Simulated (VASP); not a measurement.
# GaH₃SO: harmonic vibrations of a molecule

GaH₃SO, molecule in box, 6 atoms in the cell. PBE, harmonic vibrations; PAW potentials O, Ga_d, S, H (PBE set).

## Input

INCAR.step1:
```
PREC = Accurate
ENCUT = 400
EDIFF = 1E-8
ISMEAR = 0
SIGMA = 0.01
ISYM = 0
LREAL = False
LASPH = True
NELM = 100
ALGO = Normal
LWAVE = False
LCHARG = False
IBRION = 2
NSW = 60
ISIF = 2
EDIFFG = -0.002
POTIM = 0.5
```

INCAR.step2, as INCAR.step1 but for:
```
- IBRION = 2
- NSW = 60
- ISIF = 2
- EDIFFG = -0.002
- POTIM = 0.5
+ IBRION = 5
+ NFREE = 2
+ POTIM = 0.015
+ NSW = 1
```

KPOINTS:
```
k-points
0
Gamma
  1 1 1
```

POSCAR.step1:
```
GaH3SO
1.0
   13.0000000000      0.0000000000      0.0000000000
    0.0000000000     11.0000000000      0.0000000000
    0.0000000000      0.0000000000     13.0000000000
O Ga S H
1 1 1 3
Direct
    0.4156192300      0.4355000000      0.4808384600
    0.5329269200      0.5158090900      0.4587153800
    0.6305576900      0.5241181800      0.5956384600
    0.3714423100      0.4307727300      0.4218692300
    0.5613500000      0.5730454500      0.3531461500
    0.5622961500      0.4609818200      0.6520846200
```

Commands (each step's output is kept before the next begins):
```
cat potpaw_PBE.64/O/POTCAR potpaw_PBE.64/Ga_d/POTCAR potpaw_PBE.64/S/POTCAR potpaw_PBE.64/H/POTCAR > POTCAR
cp INCAR.step1 INCAR
cp POSCAR.step1 POSCAR
mpirun -np 4 vasp_gam > vasp.out
cp CONTCAR POSCAR
cp INCAR.step2 INCAR
mpirun -np 4 vasp_gam > vasp.out
```

## Result

- Vibrations (cm⁻¹; a negative value is imaginary): 3750, 2623, 1966, 834, 694, 647, 541, 466, 392, 342, 278, 145
- Zero-point energy (eV): 0.786
- Translations and rotations, which should read zero (cm⁻¹): -21, -8, -6, 0, 15, 20
- Vibrational entropy at 298 K (meV/K): 0.376
- Displaced cells: 36
- Ionic steps, all stages: 86
- Electronic steps, all stages: 1188

VASP 6.6.1 took 2513 s on 4 cores (Intel Xeon Platinum 8259CL @ 2.50GHz (Skylake/Cascade Lake)), a shared host.
